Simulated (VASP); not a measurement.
Consider the following.

```
Al3Sc
1.0
    4.18200     0.00000     0.00000
    0.00000     4.18200     0.00000
    0.00000     0.00000     4.18200
Sc Al
1 3
Cartesian
  0.00000   0.00000   0.00000
  0.00000   2.09100   2.09100
  2.09100   0.00000   2.09100
  2.09100   2.09100   0.00000
```

Method: PBE GGA, VASP's PBE PAW potentials (set 64) (plane waves; VASP). Settings: 400 eV cut-off, 7×7×7 Γ-centred mesh, first-order Methfessel-Paxton smearing of 0.10 eV, potentials Sc_sv Al.

Give the stress tensor in GPa (positive for a compressed cell).

```
-4.38   0.00   0.00
 0.00  -4.38   0.00
 0.00   0.00  -4.38
```
The pressure is its mean diagonal, -4.38 GPa.

The compound is Al3Sc in the L1_2 structure. The cell was not relaxed at this level.
